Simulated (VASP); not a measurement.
Here is a VASP 6.6.1 calculation.

File POSCAR:

```
CaH20Cl2O10
1.0
    7.8068320000      0.0000000000      0.0000000000
    0.0000000000      7.8068320000      0.0000000000
    0.0000000000      0.0000000000      7.8068320000
O H Ca Cl
10 20 1 2
Direct
    0.4442903344      0.0168314113      0.0571934941
    0.0460494090      0.3109071644      0.6881280396
    0.1453214313      0.6780727445      1.0318141853
    0.7874897269      0.4322624081      0.9640914522
    0.6149485476      0.3459918184      0.6280908824
    0.2814201715      0.2399052522      0.3987020599
    0.4591363052      0.5927628518      0.1840183060
    0.1624090284      0.9157619890      0.3301851506
    0.7620376614      0.7711322595      0.0442176801
    0.3895690339      0.3298905369      0.8827780590
    0.4420871360      0.1254798361     -0.0068657812
    0.3482078262     -0.0461775020      0.0149356359
    0.0075831016      0.1937533688      0.7074572631
    0.1065348915      0.3027732632      0.5769946119
    0.0347644217      0.6264384836      1.0687177590
    0.1199590308      0.7167696192      0.9222434913
    0.8060503928      0.4064260637      0.8481801581
    0.7961103813      0.3283149938      1.0278817323
    0.5492368735      0.3953460251      0.5341090983
    0.6503662433      0.2374842958      0.5835785886
    0.2963173794      0.3198480510      0.2977135924
    0.2336671264      0.1364574004      0.3498474157
    0.3464273344      0.5938516417      0.1244166648
    0.5199292107      0.5025726184      0.1337930674
    0.0459469347      0.9609275568      0.3516407167
    0.1474605832      0.8494226595      0.2270831497
    0.7365087400      0.8412887584     -0.0582438562
    0.7570804649      0.6535301387      0.0074421993
    0.2726329963      0.3257147073      0.8323734903
    0.4666041232      0.3228069978      0.7824556747
    0.5938644510      0.8832904307      0.2746440554
    0.8156573627      0.1435025116      0.2297218641
    0.6960057550      0.8663181173      0.6013835061
```

INCAR.step1

```
SYSTEM = CaH20Cl2O10
PREC = Accurate ; ENCUT = 520
ISMEAR = -1 ; SIGMA = 0.05
LREAL = Auto ; LASPH = .TRUE.
NELM = 60 ; NBANDS = 74
GGA = PE ; ALGO = Normal
EDIFF = 1E-4 ; LWAVE = .TRUE.
LCHARG = .FALSE.
```

The input INCAR.step2:

```
SYSTEM = CaH20Cl2O10
PREC = Accurate ; ENCUT = 520
EDIFF = 1E-7 ; ISMEAR = -1
SIGMA = 0.05 ; LREAL = Auto
LASPH = .TRUE. ; NELM = 60
ALGO = Normal ; ISIF = 2
LWAVE = .FALSE. ; LCHARG = .FALSE.
METAGGA = R2SCAN ; LMIXTAU = .TRUE.
IVDW = 12 ; VDW_S6 = 1.0
VDW_S8 = 0.78981345 ; VDW_A1 = 0.49484001
VDW_A2 = 5.73083694 ; NBANDS = 74
ISTART = 1
```

The input KPOINTS:

```
regular mesh
0
G
  1 1 1
  0 0 0
```

Potentials or basis: VASP PAW PBE potentials, release 64 (O, H, Ca_sv, Cl).

Launch:

```console
$ cat potpaw_PBE.64/O/POTCAR potpaw_PBE.64/H/POTCAR potpaw_PBE.64/Ca_sv/POTCAR potpaw_PBE.64/Cl/POTCAR > POTCAR
$ cp INCAR.step1 INCAR
$ mpirun -np 1 vasp_gam > vasp.out
$ cp INCAR.step2 INCAR
$ mpirun -np 1 vasp_gam > vasp.out
```

Problem. What does it give for the largest force?

Solution. 2.813 eV/Å.

Problem. What does it give for the dispersion energy per atom?

Solution. -0.019 eV.

Forces on the atoms (eV/Å):
```
O    0.090  0.127  0.006
O    0.441 -0.564 -0.340
O   -0.647 -1.042  2.532
O   -0.261  1.531  1.030
O   -0.468  0.528 -0.275
O    0.411  1.833 -1.290
O   -1.806  1.486  0.769
O   -0.623  0.384  0.368
O   -0.115  1.325 -0.336
O   -0.979 -0.530 -0.162
H   -0.062  0.371 -0.028
H   -0.406 -0.240 -0.230
H    0.015  0.360 -0.078
H   -0.214  0.085  0.437
H    0.969  0.368 -0.324
H   -0.317  0.628 -2.147
H    0.181 -0.264 -1.687
H    0.137 -0.906  0.746
H    0.259 -0.072  0.315
H    0.309 -0.692 -0.232
H   -0.256 -1.204  1.574
H   -0.050 -0.514 -0.215
H    0.767  0.115  0.206
H    1.049 -1.310 -1.009
H    0.542 -0.230 -0.137
H   -0.065 -0.215 -0.369
H    0.237 -0.542  0.551
H   -0.135 -0.984 -0.335
H    0.718  0.056  0.371
H    0.159  0.251  0.148
Ca   0.296 -0.154  0.113
Cl  -0.068 -0.094  0.135
Cl  -0.109  0.109 -0.105
```

Caveat: the PAW data sets were made with another functional, which shifts forces and pressure a little.
